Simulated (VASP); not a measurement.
**Lattice vibrations of TaSi2**

Wanted: whether TaSi2 is dynamically stable, and its vibrational spectrum. The start is a cell from a database of measured crystal structures.

Main program and level: VASP 6.6.1; PBE; plane waves and PAW (Ta_pv, Si).

The database entry behind the starting cell has ideal inner coordinates that were not refined, so it need not match the best structure at ambient conditions.

### 1. Set-up

Symmetry: P6_222, No. 180, hexagonal system. The conventional cell has a = 4.780 Å, b = 4.780 Å, c = 6.564 Å, α = 90.00°, β = 90.00°, γ = 120.00°. Ta has 10 Si at 2.59 to 2.76 Å nearest. Nearest to Si lie 5 Si at 2.59 to 2.76 Å and 5 Ta at 2.59 to 2.76 Å. Farther neighbours are not listed.

Coordinates:

```
Ta Si
1.0
     4.78000    0.00000    0.00000
    -2.39000    4.13960    0.00000
     0.00000    0.00000    6.56400
Ta Si
3 6
Direct
  0.00000 0.50000 0.16667
  0.50000 0.50000 0.83333
  0.50000 0.00000 0.50000
  0.33330 0.16665 0.16667
  0.16665 0.83335 0.83333
  0.83335 0.66670 0.50000
  0.66670 0.83335 0.16667
  0.83335 0.16665 0.83333
  0.16665 0.33330 0.50000
```

### 2. Relax the host

Cell and atoms are relaxed first, so that later runs start from this functional's own cell.

Contents of INCAR:

```
SYSTEM = TaSi2
PREC = Normal
ENCUT = 350
EDIFF = 1E-05
NELM = 120
ISMEAR = 0
SIGMA = 0.05
LREAL = Auto
ALGO = Fast
GGA = PE
NBANDS = 37
LASPH = .TRUE.
LORBIT = 11
LWAVE = .FALSE.
LCHARG = .FALSE.
KPAR = 4
IBRION = 2
NSW = 40
ISIF = 3
EDIFFG = -0.03
POTIM = 0.4
```

Contents of POSCAR:

```
TaSi2
1.0
    4.7800000000      0.0000000000      0.0000000000
   -2.3900000000      4.1396014301      0.0000000000
    0.0000000000      0.0000000000      6.5640000000
Ta Si
3 6
Direct
    0.0000000000      0.5000000000      0.1666666667
    0.5000000000      0.5000000000      0.8333333333
    0.5000000000      0.0000000000      0.5000000000
    0.3333000000      0.1666500000      0.1666666667
    0.1666500000      0.8333500000      0.8333333333
    0.8333500000      0.6667000000      0.5000000000
    0.6667000000      0.8333500000      0.1666666667
    0.8333500000      0.1666500000      0.8333333333
    0.1666500000      0.3333000000      0.5000000000
```

Contents of KPOINTS:

```
Automatic mesh
0
Gamma
4 4 3
0 0 0
```

Potentials, in the order of the species: Ta_pv and Si (PBE family, release 64).

On the command line:

```console
> mpirun -np 4 vasp_std
```

The program printed:

```text
[banner, memory and clock lines left out]
running    4 mpi-ranks, on    1 nodes
 distrk:  each k-point on    1 cores,    4 groups
 distr:  one band on    1 cores,    1 groups

 POSCAR found type information on POSCAR TaSi
 POSCAR found :  2 types and       9 ions
 LDA part: xc-table for (Slater+PW92), standard interpolation
 POSCAR, INCAR and KPOINTS ok, starting setup
 FFT: planning ... GRIDC
 FFT: planning ... GRID_SOFT
 FFT: planning ... GRID
 WAVECAR not read
 entering main loop
       N       E                     dE             d eps       ncg     rms          rms(c)
DAV:   1     0.318263504954E+03    0.31826E+03   -0.22417E+04   616   0.107E+03
DAV:   2    -0.592407402422E+02   -0.37750E+03   -0.36903E+03   696   0.312E+02
DAV:   3    -0.740345661008E+02   -0.14794E+02   -0.14584E+02   760   0.573E+01
DAV:   4    -0.742770348716E+02   -0.24247E+00   -0.24152E+00   744   0.749E+00
DAV:   5    -0.742806764805E+02   -0.36416E-02   -0.36372E-02   737   0.927E-01    0.325E+01
RMM:   6    -0.721478096812E+02    0.21329E+01   -0.61777E+00   597   0.101E+01    0.155E+01
RMM:   7    -0.721456406653E+02    0.21690E-02   -0.37353E+00   598   0.675E+00    0.247E+00
RMM:   8    -0.720451621890E+02    0.10048E+00   -0.55278E-01   592   0.320E+00    0.133E+00
RMM:   9    -0.720400721283E+02    0.50901E-02   -0.63789E-02   611   0.130E+00    0.413E-01
RMM:  10    -0.720418778736E+02   -0.18057E-02   -0.16751E-02   654   0.412E-01    0.184E-01
RMM:  11    -0.720412304410E+02    0.64743E-03   -0.14170E-02   597   0.438E-01    0.103E-01
RMM:  12    -0.720407090130E+02    0.52143E-03   -0.18419E-03   592   0.228E-01    0.564E-02
RMM:  13    -0.720407305841E+02   -0.21571E-04   -0.25689E-04   545   0.593E-02    0.168E-02
RMM:  14    -0.720407365216E+02   -0.59375E-05   -0.58657E-05   482   0.293E-02
   1 F= -.72040737E+02 E0= -.72037791E+02  d E =-.720407E+02
 curvature:   0.00 expect dE= 0.000E+00 dE for cont linesearch  0.000E+00
 trial: gam= 0.00000 g(F)=  0.158E+00 g(S)=  0.132E+00 ort = 0.000E+00 (trialstep = 0.100E+01)
 search vector abs. value=  0.291E+00
 bond charge predicted
       N       E                     dE             d eps       ncg     rms          rms(c)
DAV:   1    -0.724422443616E+02   -0.40151E+00   -0.12885E+01   688   0.247E+01    0.502E+00
RMM:   2    -0.721833577581E+02    0.25889E+00   -0.68583E-01   592   0.441E+00    0.191E+00
RMM:   3    -0.721482689392E+02    0.35089E-01   -0.28726E-01   597   0.240E+00    0.527E-01
RMM:   4    -0.721433009186E+02    0.49680E-02   -0.26638E-02   593   0.872E-01    0.261E-01
RMM:   5    -0.721431566458E+02    0.14427E-03   -0.92738E-03   616   0.506E-01    0.111E-01
RMM:   6    -0.721434439131E+02   -0.28727E-03   -0.31440E-03   631   0.237E-01    0.802E-02
RMM:   7    -0.721433041334E+02    0.13978E-03   -0.47740E-04   596   0.107E-01    0.347E-02
RMM:   8    -0.721433059412E+02   -0.18078E-05   -0.30967E-04   556   0.643E-02    0.252E-02
RMM:   9    -0.721433046222E+02    0.13190E-05   -0.54999E-05   487   0.405E-02
   2 F= -.72143305E+02 E0= -.72139142E+02  d E =-.102568E+00
[...]
3 F= -.72151515E+02 E0= -.72147706E+02  d E =-.110778E+00
[...]
4 F= -.72219616E+02 E0= -.72216038E+02  d E =-.681009E-01
[...]
5 F= -.72226116E+02 E0= -.72222549E+02  d E =-.746011E-01
 curvature:  -0.92 expect dE=-0.912E-02 dE for cont linesearch -0.842E-06
 trial: gam= 0.11720 g(F)=  0.142E-03 g(S)=  0.981E-02 ort = 0.358E-03 (trialstep = 0.103E+01)
 search vector abs. value=  0.120E-01
 bond charge predicted
       N       E                     dE             d eps       ncg     rms          rms(c)
DAV:   1    -0.722432707903E+02   -0.17154E-01   -0.63347E-01   697   0.449E+00    0.776E-01
RMM:   2    -0.722326733887E+02    0.10597E-01   -0.20048E-02   594   0.772E-01    0.336E-01
RMM:   3    -0.722299423851E+02    0.27310E-02   -0.92179E-03   605   0.422E-01    0.108E-01
RMM:   4    -0.722298273959E+02    0.11499E-03   -0.13763E-03   609   0.183E-01    0.477E-02
RMM:   5    -0.722298512037E+02   -0.23808E-04   -0.52214E-04   642   0.104E-01    0.487E-02
RMM:   6    -0.722298519115E+02   -0.70782E-06   -0.87333E-05   602   0.510E-02
   6 F= -.72229852E+02 E0= -.72225920E+02  d E =-.373608E-02
 trial-energy change:   -0.003736  1 .order   -0.004208   -0.010279    0.001863
 step:   0.8339(harm=  0.8707)  dis= 0.00359  next Energy=   -72.230031 (dE=-0.392E-02)
 reached required accuracy - stopping structural energy minimisation
```

Wall time 11 s (4 MPI ranks of AMD EPYC 9R45, shared host); peak memory 0.52 GiB; 44 s of CPU time.

The logs omit lines about the potential files and the build; timing stands in the text.

From OUTCAR (step 2):

```text
ion  position               nearest neighbor table
   1  0.000  0.500  0.167-   6 2.59   9 2.59   8 2.59   5 2.59   4 2.76   7 2.76   4 2.76   7 2.76
                             7 2.76   4 2.76   3 3.24   3 3.24   2 3.24   2 3.24
   2  0.500  0.500  0.833-   6 2.59   9 2.59   7 2.59   4 2.59   5 2.76   8 2.76   5 2.76   8 2.76
                             8 2.76   5 2.76   3 3.24   3 3.24   1 3.24   1 3.24
   3  0.500  0.000  0.500-   4 2.59   7 2.59   5 2.59   8 2.59   9 2.76   6 2.76   9 2.76   6 2.76
                             9 2.76   6 2.76   2 3.24   1 3.24   2 3.24   1 3.24
   4  0.333  0.167  0.167-   9 2.59   5 2.59   3 2.59   2 2.59   7 2.76   1 2.76   1 2.76   1 2.76
                             7 2.76   7 2.76
   5  0.167  0.833  0.833-   6 2.59   4 2.59   3 2.59   1 2.59   8 2.76   2 2.76   2 2.76   2 2.76
                             8 2.76   8 2.76
   6  0.833  0.667  0.500-   5 2.59   7 2.59   1 2.59   2 2.59   9 2.76   3 2.76   3 2.76   3 2.76
                             9 2.76   9 2.76
   7  0.667  0.833  0.167-   6 2.59   8 2.59   3 2.59   2 2.59   4 2.76   1 2.76   1 2.76   1 2.76
                             4 2.76   4 2.76
   8  0.833  0.167  0.833-   9 2.59   7 2.59   3 2.59   1 2.59   5 2.76   2 2.76   2 2.76   2 2.76
                             5 2.76   5 2.76
   9  0.167  0.333  0.500-   8 2.59   4 2.59   1 2.59   2 2.59   6 2.76   3 2.76   3 2.76   3 2.76
                             6 2.76   6 2.76

  LATTYP: Found a hexagonal cell.
 ALAT       =     4.7800000000
 C/A-ratio  =     1.3732217573

 Subroutine GETGRP returns: Found 12 space group operations
 (whereof  4 operations were pure point group operations)

The static configuration has the point symmetry D_2 .
 The point group associated with its full space group is D_6 .

 Found      8 irreducible k-points:

   k-points           NKPTS =      8   k-points in BZ     NKDIM =      8   number of bands    NBANDS=     37

   dimension x,y,z NGX =    24 NGY =   24 NGZ =   30
   dimension x,y,z NGXF=    48 NGYF=   48 NGZF=   60

   ENCUT  =  350.0 eV  25.72 Ry    5.07 a.u.   7.29  7.29 10.01*2*pi/ulx,y,z

   NELECT =      57.0000    total number of electrons

 k-points in reciprocal lattice and weights: Automatic mesh
   0.00000000  0.00000000  0.00000000       0.021
   0.25000000 -0.00000000  0.00000000       0.125
   0.50000000 -0.00000000  0.00000000       0.062
   0.25000000  0.25000000  0.00000000       0.125
   0.00000000  0.00000000  0.33333333       0.042
   0.25000000 -0.00000000  0.33333333       0.250
   0.50000000 -0.00000000  0.33333333       0.125
   0.25000000  0.25000000  0.33333333       0.250

 average (electrostatic) potential at core
       1 -33.4223       2 -33.4223       3 -33.4223       4 -80.4228       5 -80.4228
       6 -80.4228       7 -80.4228       8 -80.4228       9 -80.4228

 E-fermi :   9.3441

 k-point     1 :       0.0000    0.0000    0.0000
  band No.  band energies     occupation
    ...
     25       6.7340      2.00000
     26       6.7741      2.00000
     27       7.0689      2.00000
     28       7.0689      2.00000
     29       7.7432      2.00000
     30       9.9573      0.00000
     31      12.1497      0.00000
     32      12.1498      0.00000
     33      12.5479      0.00000
     34      12.6988      0.00000
    ...

 k-point     2 :       0.2500   -0.0000    0.0000
  band No.  band energies     occupation
    ...
     25       7.2029      2.00000
     26       7.4191      2.00000
     27       7.4385      2.00000
     28       7.7739      2.00000
     29       7.8058      2.00000
     30       9.6612      0.00000
     31      10.9560      0.00000
     32      11.2741      0.00000
     33      11.8934      0.00000
     34      12.1285      0.00000
    ...

 k-point     3 :       0.5000   -0.0000    0.0000
  band No.  band energies     occupation
    ...
     25       7.1738      2.00000
     26       8.1480      2.00000
     27       8.4882      2.00000
     28       9.1305      2.00000
     29       9.1543      2.00000
     30      10.0798      0.00000
     31      10.3608      0.00000
     32      10.7438      0.00000
     33      11.1273      0.00000
     34      11.4735      0.00000
    ...

  Total       -0.1513266     -0.1513266      0.0146528     -0.0000000      0.0000000      0.0000000
  in kB       -1.8365431     -1.8365431      0.1778310     -0.0000000      0.0000000      0.0000000
  external PRESSURE =      -1.1650851 kB  Pullay stress =       0.0000000 kB

  energy-cutoff  :      350.00
  volume of cell :      132.02
      direct lattice vectors                 reciprocal lattice vectors
     4.804507720 -0.000000000  0.000000000     0.208137869  0.120168455 -0.000000000
    -2.402253860  4.160825739  0.000000000     0.000000000  0.240336910 -0.000000000
    -0.000000000  0.000000000  6.603835043     0.000000000  0.000000000  0.151427162

 POSITION                                       TOTAL-FORCE (eV/Angst)
 -----------------------------------------------------------------------------------
     -1.20113      2.08041      1.10064        -0.000000     -0.000000     -0.000000
      1.20113      2.08041      5.50320        -0.000000      0.000000      0.000000
      2.40225     -0.00000      3.30192        -0.000000     -0.000000     -0.000000
      1.14282      0.65980      1.10064         0.021007      0.012128     -0.000000
     -1.25944      3.50102      5.50320         0.021007     -0.012128      0.000000
      2.40225      2.84122      3.30192        -0.000000     -0.024257     -0.000000
      1.25944      3.50102      1.10064        -0.021007     -0.012128      0.000000
      3.66169      0.65980      5.50320        -0.021007      0.012128      0.000000
     -0.00000      1.31961      3.30192         0.000000      0.024257     -0.000000
 -----------------------------------------------------------------------------------
    total drift:                                0.000000     -0.000000      0.000000

  FREE ENERGIE OF THE ION-ELECTRON SYSTEM (eV)
  ---------------------------------------------------
  free  energy   TOTEN  =       -72.2298519115 eV

  energy  without entropy=      -72.2219872279  energy(sigma->0) =      -72.22591957

 reached required accuracy - stopping structural energy minimisation

 total charge
# of ion       s       p       d       tot
------------------------------------------
    1        0.285   6.189   2.506   8.979
    2        0.285   6.189   2.506   8.979
    3        0.285   6.189   2.506   8.979
    4        0.752   0.878   0.000   1.630
    5        0.752   0.878   0.000   1.630
    6        0.752   0.878   0.000   1.630
    7        0.752   0.878   0.000   1.630
    8        0.752   0.878   0.000   1.630
    9        0.752   0.878   0.000   1.630
--------------------------------------------------
tot          5.366  23.833   7.519  36.718

[... 3 further parts left out ...]
```

This run has no spin polarisation. Its electron count is odd, so without a moment it is a metal by construction. The k-mesh is coarse for a metal. The run keeps the 12 symmetry operations of its start, so it cannot find a distortion of lower symmetry.

The steps of the relaxation:

```tsv
step	energy less that of the first step (eV)	largest force (eV/Å)	pressure (GPa)	volume (Å³)
1	0.0000	0.8273	3.52	129.88
2	-0.1026	0.3587	-3.93	134.71
3	-0.1108	0.4461	-2.38	133.63
4	-0.1789	0.1697	-0.34	132.04
5	-0.1854	0.0248	0.54	131.44
6	-0.1891	0.0243	-0.12	132.02
```

```tsv
conventional cell, symmetrised	before	after	change
a (Å)	4.780	4.805	+0.5 %
b (Å)	4.780	4.805	+0.5 %
c (Å)	6.564	6.604	+0.6 %
volume (Å³/atom)	14.43	14.67	+1.6 %
```

The atoms that moved most (Å, as changes of fractional coordinates times the final cell):

```tsv
atom	dx	dy	dz	length
Si6	0.000	0.067	0.000	0.067
Si9	0.000	-0.067	0.000	0.067
Si7	0.058	0.034	0.000	0.067
Si4	-0.058	-0.034	0.000	0.067
Si8	0.058	-0.034	0.000	0.067
Si5	-0.058	0.034	0.000	0.067
```

The relaxed structure:

```cif
data_structure
_symmetry_space_group_name_H-M 'P 1'
_symmetry_Int_Tables_number 1
_cell_length_a 4.8045
_cell_length_b 4.8045
_cell_length_c 6.6038
_cell_angle_alpha 90.000
_cell_angle_beta 90.000
_cell_angle_gamma 120.000
_cell_volume 132.02
loop_
_atom_site_label
_atom_site_type_symbol
_atom_site_fract_x
_atom_site_fract_y
_atom_site_fract_z
_atom_site_occupancy
Ta1 Ta 0.00000 0.50000 0.16667 1
Ta2 Ta 0.50000 0.50000 0.83333 1
Ta3 Ta 0.50000 0.00000 0.50000 1
Si4 Si 0.31715 0.15858 0.16667 1
Si5 Si 0.15858 0.84142 0.83333 1
Si6 Si 0.84142 0.68285 0.50000 1
Si7 Si 0.68285 0.84142 0.16667 1
Si8 Si 0.84142 0.15858 0.83333 1
Si9 Si 0.15858 0.31715 0.50000 1
```

Numbers from this step:

- electronic cycles: 50
- electrons: 57
- free energy (TOTEN): -72.2299 eV
- energy at zero smearing: -72.2259 eV
- Fermi energy: 9.344 eV
- pressure: -0.1165 GPa
- labelled metallic, from the levels on this mesh: yes

The run ended after 6 ionic steps, 0.189 eV below its first step, once forces and stress met EDIFFG = -0.03.

(Continued in part 2 of 2.)

[Lines on the potential files, build, host, timing and source positions are cut from VASP's logs without a mark.]

[Logs are printed without paths, hosts, clocks, repeated set-up lines and the standing remarks that a program may print on its own settings, such as how far it seeks lower states.]

[Hosts, paths, dates, database ids (printed as entryN), source tags and the programs' standing remarks are cut or masked in the printed files.]

[Runs that stopped without an error message from VASP are left out.]
